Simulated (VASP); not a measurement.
Consider the following.

```yaml
crystal:
  lattice:
    - [5.68322, 0.00000, 0.00000]
    - [0.00000, 5.68322, 0.00000]
    - [0.00000, 0.00000, 5.68322]
  atoms:
    - { symbol: Cs, position: [0.00000, 0.00000, 0.00000] }
    - { symbol: Pb, position: [0.50000, 0.50000, 0.50000] }
    - { symbol: Cl, position: [0.50000, 0.00000, 0.50000] }
    - { symbol: Cl, position: [0.00000, 0.50000, 0.50000] }
    - { symbol: Cl, position: [0.50000, 0.50000, 0.00000] }
```

These are PBE GGA with D3 dispersion (zero damping), VASP's PBE PAW potentials (set 64) (plane waves; VASP) values and carry that method's errors. Numerical set-up: 520 eV cut-off, 5×5×5 Γ-centred mesh, tetrahedra with Blöchl corrections, potentials Cs_sv Pb_d Cl.

### Question
Predict the energy per atom (σ→0).

### Answer

```
Quantity                       Result
---------------------  --------------
energy per atom (σ→0)  -3.715 eV/atom
```

The compound is CsPbCl3 in the cubic perovskite structure, the ideal cubic form; the compound distorts at low or room temperature. It was relaxed first.
